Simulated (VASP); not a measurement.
Input:

```
AlTi
1.0
    1.43755     0.82997     4.59305
   -1.43755     0.82997     4.59305
    0.00000    -1.65993     4.59305
Al Ti
1 1
Cartesian
  0.00000   0.00000   0.00000
  0.00000   0.00000   6.88957
```

Calculation: PBEsol GGA, VASP's PBE PAW potentials (set 64) (plane waves; VASP). Numerical set-up: 400 eV cut-off, 13×13×13 Γ-centred mesh, first-order Methfessel-Paxton smearing of 0.10 eV, potentials Al Ti_sv.

Question: The ions, cell shape and volume are relaxed. Predict the relaxed structure.

Answer: 
```
AlTi
1.0
    1.42318     0.82167     4.63256
   -1.42318     0.82167     4.63256
    0.00000    -1.64335     4.63256
Al Ti
1 1
Direct
  0.00000   0.00000   0.00000
  0.50000   0.50000   0.50000
```
Space group R-3m (166), at a tolerance of 0.03 Å.

Question: How do energy and volume change from the first to the last step?

Answer: The energy (σ→0) changes by -2.0 meV/atom and the volume by -1.1 %, in 5 ionic steps.

The structure was generated: TiAl was put into the CuPt type (R-3m), which need not be its known phase. This run relaxes it. Symmetry was kept, so distortions that lower it aren't found. The electron count is odd and the run is not spin-polarised, which forces a metal.
